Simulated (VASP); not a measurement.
Input for VASP

KPOINTS:
```
Automatic mesh
0
Gamma
7 7 7
0 0 0
```

**INCAR**
```
! general
SYSTEM  = CsBr
PREC    = Accurate
ENCUT   = 500   ! plane-wave cut-off (eV)
LREAL   = F
LASPH   = T

! electronic loop
EDIFF   = 1E-6   ! SCF stop (eV)
NELM    = 100
ALGO    = Normal   ! blocked Davidson
LMAXMIX = 4   ! l cut-off of mixed one-centre charges

! smearing
ISMEAR  = 0   ! Gaussian
SIGMA   = 0.05   ! width (eV)

! ions
IBRION  = 2   ! conjugate gradients
NSW     = 40   ! most ionic steps
ISIF    = 3
EDIFFG  = -0.02
PSTRESS = 200   ! kbar

! output
LWAVE   = F
LCHARG  = F
```

File POSCAR:
```
CsBr
1.0
  3.8176997708   0.0000000000   0.0000000000
  0.0000000000   3.8176997708   0.0000000000
  0.0000000000   0.0000000000   3.8176997708
Cs Br
1 1
Cartesian
  0.0000000000   0.0000000000   0.0000000000
  1.9088498854   1.9088498854   1.9088498854
```

POTCAR, in this order: Cs_sv Br (LDA.64 set). Program: vasp_std.

Question: Translate this LDA calculation to Ansatz.

Answer: One equivalent input (not run):
Ansatz 0.2 input:
```yaml
crystal:
  lattice:
    - [3.8176998, 0.0000000, 0.0000000]
    - [0.0000000, 3.8176998, 0.0000000]
    - [0.0000000, 0.0000000, 3.8176998]
  atoms:
    - { symbol: Cs, position: [0.0000000, 0.0000000, 0.0000000] }
    - { symbol: Br, position: [0.5000000, 0.5000000, 0.5000000] }
kpoints:
  mp_grid: { grid: [7, 7, 7] }
hamiltonian:
  xc: lda
  pseudopotentials: { kind: paw }
scf:
  occupations: { method: gaussian, width: 0.05 }
  max_iter: 100
relax:
  max_steps: 40
  f_tol: 0.02
  cell: { p_target: 20 }
output: { forces: true, stress: true, eigenvalues: true }
```
Limits of the translation: each code has its own PAW files, so the cut-off isn't converted (ENCUT is set for VASP's; basis.ecutwfc is left out, and Ansatz then takes the one that its files recommend); Ansatz stops its SCF on the density residual and VASP on the energy change (EDIFF); Ansatz's lda is the Perdew-Wang form, while the LDA potentials of VASP carry Perdew-Zunger's.

The compound is CsBr in the CsCl type structure. This run relaxes it under an external pressure of 20 GPa. Symmetry was kept, so distortions that lower it aren't found.
